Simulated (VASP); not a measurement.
Input:

```
BeTe
1.0
    0.00000     2.83431     2.83431
    2.83431     0.00000     2.83431
    2.83431     2.83431     0.00000
Be Te
1 1
Direct
  0.00000   0.00000   0.00000
  0.25000   0.25000   0.25000
```

Level of theory: PBE GGA, VASP's PBE PAW potentials (set 64) (plane waves; VASP 6.6.1). Run with 350 eV cut-off, Gaussian smearing of 0.050 eV, potentials Be Te.

Unless said otherwise, spin-orbit coupling is left out, though it shifts the bands of the heavy elements here.

Task: Give the energies of bands 2 to 7 at the high-symmetry points, in eV from the valence-band maximum.

Result: 
```
band     Γ      X      U      L      W
----  ----  -----  -----  -----  -----
2     0.00  -5.01  -4.67  -5.42  -4.50
3     0.00  -2.57  -3.77  -1.10  -3.59
4     0.00  -2.57  -2.17  -1.10  -3.11
5     3.62   2.02   2.73   3.02   5.28
6     3.62   2.69   5.25   4.60   5.51
7     3.62   9.58   7.81   4.60   5.56
```

The gap is indirect, 2.02 eV, from the valence maximum at Γ to the conduction minimum at X.

Measured: gap 2.80 eV (computed value off by -0.78 eV), as given by Das et al., (2018), arXiv:1807.05623.

The compound is BeTe in the zinc blende structure. It was relaxed first.
